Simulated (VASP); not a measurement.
Write the native input for VASP 6.6.1 that does the following.

- Task: single point
- Functional: PBE
- Potentials or basis: VASP PAW PBE potentials, release 64 (Sn_d, Ge_d)
- Cutoff: 520 eV
- k mesh: 3 × 3 × 2
- Occupations: gaussian, width 0.15 eV
- Spin: no spin polarisation
- Further INCAR settings: PREC = Normal; LREAL = Auto; ALGO = Fast; EDIFF = 1e-05; NBANDS = 96

The structure of Sn2Ge lies in POSCAR:

```
Sn2Ge
1.0
    4.4987930000      0.0000000000      0.0000000000
   -4.4987920000      7.7921380000      0.0000000000
    0.0000000000      0.0000000000     11.0405200000
Sn Ge
8 4
Direct
    0.3333330000      0.3333335000      0.8094170000
    0.3333330000      0.8333335000      0.8094170000
    0.6666670000      0.1666665000      0.1905830000
    0.6666670000      0.6666665000      0.1905830000
    0.3333330000      0.3333335000      0.5490820000
    0.3333330000      0.8333335000      0.5490820000
    0.6666670000      0.1666665000      0.4509180000
    0.6666670000      0.6666665000      0.4509180000
    0.0000000000      0.0000000000      0.8864490000
    0.0000000000      0.5000000000      0.8864490000
    0.0000000000      0.0000000000      0.1135510000
    0.0000000000      0.5000000000      0.1135510000
```

The cell was built by a generator and needn't be a form met in nature.

The input as run:

INCAR

```
PREC = Normal
ENCUT = 520
EDIFF = 1E-5
ISMEAR = 0
SIGMA = 0.15
LREAL = Auto
LASPH = True
NELM = 80
ALGO = Fast
ISIF = 2
LWAVE = False
LCHARG = False
GGA = PE
NBANDS = 96
```

KPOINTS

```
Automatic mesh
0
Gamma
  3 3 2
```

Potentials or basis: VASP PAW PBE potentials, release 64 (Sn_d, Ge_d).

Run with:

```console
$ cat potpaw_PBE.64/Sn_d/POTCAR potpaw_PBE.64/Ge_d/POTCAR > POTCAR
$ mpirun -np 4 vasp_std > vasp.out
```

It gave:

| Property | Result |
| --- | --- |
| Pressure | 0.4 GPa |
| Largest force | 0.190 eV/Å |
| Band gap on the k mesh | none (metal or under the smearing width) |

Caveat: the k mesh is coarse (spacing up to 0.54 Å⁻¹), so the values aren't converged.

It took 40 s on 4 MPI ranks on Intel(R) Xeon(R) Platinum 8559C (Emerald Rapids), on a shared host, peak memory 0.2 GiB a rank.
